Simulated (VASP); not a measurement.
An input for Quantum ESPRESSO's pw.x (written as the equivalent of a VASP run, and not itself run):

```
&CONTROL
  calculation = 'vc-relax'
  pseudo_dir = './pseudo'
  outdir = './out'
  tprnfor = .true.
  tstress = .true.
  nstep = 40
  forc_conv_thr = 0.00078
/
&SYSTEM
  ibrav = 0
  nat = 2
  ntyp = 2
  ecutwfc = 84
  occupations = 'smearing'
  smearing = 'methfessel-paxton'
  degauss = 0.00735
  input_dft = 'pbe'
/
&ELECTRONS
  conv_thr = 7.3e-08
  electron_maxstep = 100
/
&IONS
/
&CELL
  press = 300
/
ATOMIC_SPECIES
  Hf 178.490 Hf.upf
  N 14.007 N.upf
CELL_PARAMETERS angstrom
     0.0000000    2.2194951    2.2194951
     2.2194951    0.0000000    2.2194951
     2.2194951    2.2194951    0.0000000
ATOMIC_POSITIONS crystal
  Hf   0.0000000  0.0000000  0.0000000
  N    0.5000000  0.5000000  0.5000000
K_POINTS automatic
  14 14 14 0 0 0
```

Q: Translate this input to VASP (INCAR, KPOINTS, POSCAR, choice of POTCAR).

A: Several could match; the one computed here: 
### INCAR
```
! general
SYSTEM =HfN
PREC   =Accurate
ENCUT  =620   ! plane-wave cut-off (eV)
LREAL  =F   ! projection in real space or not
LASPH  =T

! electronic loop
EDIFF  =1E-6
NELM   =100
ALGO   =Normal
LMAXMIX=6

! smearing
ISMEAR =1   ! Methfessel-Paxton
SIGMA  =0.1   ! width (eV)

! functional
GGA    =PE   ! PBE

! ions
IBRION =2
NSW    =40
ISIF   =3   ! ions, shape and volume
EDIFFG =-0.02
PSTRESS=300

! output
LWAVE  =F
LCHARG =F
```

### KPOINTS
```
Automatic mesh
0
Gamma
14 14 14
0 0 0
```

**POSCAR**
```
HfN
1
    0.0000000000     2.2194951012     2.2194951012
    2.2194951012     0.0000000000     2.2194951012
    2.2194951012     2.2194951012     0.0000000000
Hf N
1 1
Direct
  0.0000000000   0.0000000000   0.0000000000
  0.5000000000   0.5000000000   0.5000000000
```

POTCAR, in this order: Hf_pv N (PBE.64 set). Program: vasp_std.

The two are equivalent in intent, not identical: the potentials are each code's own (VASP's PAW set, PseudoDojo norm-conserving files in pw.x), so ENCUT and ecutwfc are chosen apart and not converted; conv_thr bounds pw.x's estimated SCF error, while EDIFF bounds the energy change between steps; forc_conv_thr acts on force components and is met together with etot_conv_thr.

The compound is HfN in the rock salt structure. This run relaxes it under an external pressure of 30 GPa. Symmetry was kept, so distortions that lower it aren't found.
